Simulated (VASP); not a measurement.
Here is the system:

```xyz
4
Lattice="4.2812 0.0000 0.0000 0.0000 4.2812 0.0000 0.0000 0.0000 6.0388" Properties=species:S:1:pos:R:3 pbc="T T T"
Cd     2.1406     2.1406     3.0194
Hg     0.0000     0.0000     0.0000
Se     0.0000     2.1406     1.5279
Se     2.1406     0.0000     4.5109
```

Level of theory: LDA (Ceperley-Alder, Perdew-Zunger), VASP's LDA PAW potentials (set 64) (plane waves; VASP 6.6.1). Run with 400 eV cut-off, 8×8×6 Γ-centred mesh, tetrahedra with Blöchl corrections, potentials Cd Hg Se.

The cores are frozen, which limits the accuracy of field gradients.

Task: Give the principal components of the electric field gradient (V/Å²) and the asymmetry η at each nucleus.

Result: 
| atom | Vxx | Vyy | Vzz | η |
|---|---|---|---|---|
| Cd1 | -2.5 | -2.5 | 5.1 | 0.00 |
| Hg2 | 4.1 | 4.1 | -8.2 | 0.00 |
| Se3 | -47.4 | -0.7 | 48.2 | 0.97 |
| Se4 | -47.4 | -0.7 | 48.2 | 0.97 |

The structure comes from a computed database's CdHgSe2 entry (P-4m2); how it stands against other phases isn't given here. It was relaxed first, which changed the volume by -6 %.
